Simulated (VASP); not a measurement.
An input for Quantum ESPRESSO's pw.x (written as the equivalent of a VASP run, and not itself run):

```
&CONTROL
  calculation = 'scf'
  pseudo_dir = './pseudo'
  outdir = './out'
  tprnfor = .true.
  tstress = .true.
/
&SYSTEM
  ibrav = 0
  nat = 3
  ntyp = 2
  ecutwfc = 76
  occupations = 'smearing'
  smearing = 'gaussian'
  degauss = 0.00735
  input_dft = 'pbesol'
/
&ELECTRONS
  conv_thr = 7.3e-08
  electron_maxstep = 100
/
ATOMIC_SPECIES
  Hf 178.490 Hf.upf
  B 10.810 B.upf
CELL_PARAMETERS angstrom
     1.5952770   -2.7631010    0.0000000
     1.5952770    2.7631010    0.0000000
     0.0000000    0.0000000    3.5360280
ATOMIC_POSITIONS crystal
  Hf   0.0000000  0.0000000  0.0000000
  B    0.3333330  0.6666670  0.5000000
  B    0.6666670  0.3333330  0.5000000
K_POINTS automatic
  10 10 8 0 0 0
```

Q: Write the VASP files for the same calculation (PBEsol).

A: Several could match; the one computed here: 
INCAR:
```
SYSTEM  =  HfB2
PREC  =  Accurate; ENCUT  =  400; LREAL  =  .FALSE.
LASPH  =  .TRUE.
EDIFF  =  1E-6; NELM  =  100; ALGO  =  Normal
LMAXMIX  =  6
ISMEAR  =  0; SIGMA  =  0.1
GGA  =  PS
ISIF  =  2
LWAVE  =  .FALSE.; LCHARG  =  .FALSE.
```

**POSCAR**
```
HfB2
1
    1.5952770000    -2.7631010000     0.0000000000
    1.5952770000     2.7631010000     0.0000000000
    0.0000000000     0.0000000000     3.5360280000
Hf B
1 2
Direct
  0.0000000000   0.0000000000   0.0000000000
  0.3333330000   0.6666670000   0.5000000000
  0.6666670000   0.3333330000   0.5000000000
```

**KPOINTS**
```
K-points
0
Gamma
10 10 8
```

POTCAR, in this order: Hf_pv B (PBE.64 set). Program: vasp_std.

Limits of the translation: the potentials are each code's own (VASP's PAW set, PseudoDojo norm-conserving files in pw.x), so ENCUT and ecutwfc are chosen apart and not converted; conv_thr bounds pw.x's estimated SCF error, while EDIFF bounds the energy change between steps.

The structure is a typed HfB2 crystal (P6/mmm). The cell was not relaxed at this level. The run is one of a series of settings (GGA = PS against the base run), some of them coarse on purpose.
